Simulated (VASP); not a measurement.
A convergence study with VASP on MgO (rock salt): one setting is varied, all else stays as given below, so the limit is that of these other settings. Each run relaxes cell and ions from the cell shown.

```xyz
2
Lattice="0.0000 2.1050 2.1050 2.1050 0.0000 2.1050 2.1050 2.1050 0.0000" Properties=species:S:1:pos:R:3 pbc="T T T"
Mg     0.0000     0.0000     0.0000
O      2.1050     2.1050     2.1050
```

Level of theory: LDA (Ceperley-Alder, Perdew-Zunger), VASP's LDA PAW potentials (set 64) (plane waves; VASP). The tightest run used: 700 eV cut-off, 15×15×15 Γ-centred mesh, Gaussian smearing of 0.050 eV, potentials Mg O.

Gaps are read on the run's mesh, which can miss a band edge.

The settings run are 2×2×2 mesh; 3×3×3 mesh; 4×4×4 mesh; 5×5×5 mesh; 6×6×6 mesh; 7×7×7 mesh; 8×8×8 mesh; 10×10×10 mesh; 11×11×11 mesh; 12×12×12 mesh; 13×13×13 mesh; 14×14×14 mesh; 15×15×15 mesh. From which on does the relaxed volume stay within 0.1 Å³/atom of the tightest run?

From 3×3×3 mesh on: it is off by 0.028 there and by no more than 0.1 in any finer run, while 2×2×2 mesh is off by 0.260.
| setting | relaxed volume (Å³/atom) | E (eV/atom) | gap on the mesh (eV) | irreducible k-points | difference judged (Å³/atom) |
|---|---|---|---|---|---|
| 2×2×2 mesh | 9.154 | -6.2660 | 4.544 | 3 | 0.260 |
| 3×3×3 mesh | 8.922 | -6.6782 | 5.067 | 4 | 0.028 |
| 4×4×4 mesh | 8.897 | -6.7208 | 5.140 | 8 | 0.002 |
| 5×5×5 mesh | 8.895 | -6.7265 | 5.151 | 10 | 0.000 |
| 6×6×6 mesh | 8.894 | -6.7274 | 5.152 | 16 | 0.000 |
| 7×7×7 mesh | 8.894 | -6.7275 | 5.153 | 20 | 0.000 |
| 8×8×8 mesh | 8.894 | -6.7276 | 5.153 | 29 | 0.000 |
| 10×10×10 mesh | 8.894 | -6.7276 | 5.153 | 47 | 0.000 |
| 11×11×11 mesh | 8.894 | -6.7276 | 5.153 | 56 | 0.000 |
| 12×12×12 mesh | 8.894 | -6.7276 | 5.153 | 72 | 0.000 |
| 13×13×13 mesh | 8.894 | -6.7276 | 5.153 | 84 | 0.000 |
| 14×14×14 mesh | 8.894 | -6.7276 | 5.153 | 104 | 0.000 |
| 15×15×15 mesh | 8.894 | -6.7276 | 5.153 | 120 | 0.000 |

Left out are rungs that failed or repeat a setting and relaxations that didn't move; long series are thinned to 24 rows.

The compound is MgO in the rock salt structure.
